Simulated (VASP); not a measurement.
Energy against volume of TiO₂ (anatase). Computed with vdW-DF2, VASP's PBE PAW potentials (set 64) (plane waves; VASP). Run with 520 eV cut-off, 8×8×8 Γ-centred mesh, Gaussian smearing of 0.050 eV, potentials Ti_sv O.

Shape and ions are relaxed at each volume.

```
V (Å³/atom)  E (eV/atom)
-----------  -----------
11.768          -6.86787
12.132          -6.87477
12.496          -6.87046
12.859          -6.85618
```

Task: Fit these four points and predict the energy of the run at 11.404 Å³/atom.

Result: A cubic in V^(−2/3), the third-order Birch-Murnaghan form, passes through the four points with V0 = 12.17 Å³/atom and B0 = 163 GPa, and gives -6.8484 eV/atom there. The run gave -6.8484 eV/atom, -0.0 meV/atom from the fit; all five points give B0 = 163 GPa.

The compound is TiO2 in the anatase structure, one of several forms; rutile is the usual stable one. It was relaxed first, which changed the volume by +7 %.
